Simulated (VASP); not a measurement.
Energy against volume of InP (zinc blende). Calculation: revTPSS meta-GGA, VASP's PBE PAW potentials (set 64) (plane waves; VASP). Run with 520 eV cut-off, 8×8×8 Γ-centred mesh, Gaussian smearing of 0.050 eV, potentials In_d P.

```tsv
V (Å³/atom)	E (eV/atom)
25.118	3.86763
25.894	3.86127
26.671	3.86425
27.448	3.87516
```

**Question.** Fit these four points and predict the energy of the run at 24.341 Å³/atom.

**Answer.** A cubic in V^(−2/3), the third-order Birch-Murnaghan form, passes through the four points with V0 = 26.02 Å³/atom and B0 = 63 GPa, and gives 3.8850 eV/atom there. The run gave 3.8850 eV/atom, +0.0 meV/atom from the fit; all five points give B0 = 63 GPa.

The compound is InP in the zinc blende structure. It was relaxed first.
